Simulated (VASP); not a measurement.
# Hf2Pd2Se2Br2O3 under changes of volume

One of the cells (30.641 Å³/atom); the others are scaled copies at fixed shape and fractional positions:

```
Hf Pd Se Br O
1.0
     7.72806   -1.72103    0.00000
     7.72806    1.72103    0.00000
    -4.02590    0.00000   12.67090
Hf Pd Se Br O
2 2 2 2 3
Direct
  0.05486 0.05486 0.93856
  0.39372 0.39372 0.71691
  0.82080 0.82080 0.49036
  0.67714 0.67714 0.25693
  0.07768 0.07768 0.15435
  0.21009 0.21009 0.41200
  0.41355 0.41355 0.95480
  0.75396 0.75396 0.71349
  0.40299 0.40299 0.57873
  0.61446 0.61446 0.92698
  0.96906 0.96906 0.77831
```

The cell was built by a generator and needn't be a form met in nature.

```yaml
Program: VASP 6.6.1
Functional: PBE
Potentials_or_basis: VASP PAW PBE potentials, release 64 (Hf_pv, Pd, Se, Br, O)
Cutoff: 520 eV
k_mesh: 8 × 8 × 2
Occupations: fermi-dirac, width 0.05 eV
Spin: no spin polarisation
```

| volume (Å³/atom) | energy over the lowest point (meV/atom) | pressure (GPa) | gap on the mesh (eV) | largest force (eV/Å) |
| --- | --- | --- | --- | --- |
| 28.238 | ? | ? | ? | ? |
| 28.839 | 6.99 | 2.6 | 0.87 | 0.728 |
| 29.440 | 0.00 | 1.0 | 0.85 | 0.291 |
| 30.641 | 2.19 | -1.6 | 0.81 | 0.494 |
| 31.242 | 10.26 | -2.7 | 0.79 | 0.846 |
| 31.843 | 22.33 | -3.8 | 0.77 | 1.173 |

Task: What does the run at 28.238 Å³/atom give?

Result: Energy over the lowest point 20.21 meV/atom; pressure 4.4 GPa; gap on the mesh 0.89 eV; largest force 1.197 eV/Å.

Worked out: A Birch-Murnaghan fit of order 3 (a polynomial in V^(-2/3)) to the other rows has its minimum at 29.90 Å³/atom with B0 = V·E''(V) = 68 GPa and B' = 4.5 at fixed shape and positions, which overstates the stiffness. It gives 20.23 meV/atom at 28.238 Å³/atom, against the run's 20.21, and -dE/dV = 4.4 GPa, against 4.4. A straight line through the other rows of the gap, of slope -1.01 eV per unit of ln V, extrapolates to 0.89 eV, against the run's 0.89.

Energies are extrapolated to zero smearing.

Caveats: spin-orbit coupling is left out, which moves the levels of the heavy elements; forces of over 1 eV/Å show positions far from the minimum, so gaps and moduli don't describe the material at rest (some runs).

A mesh can miss the band edges.
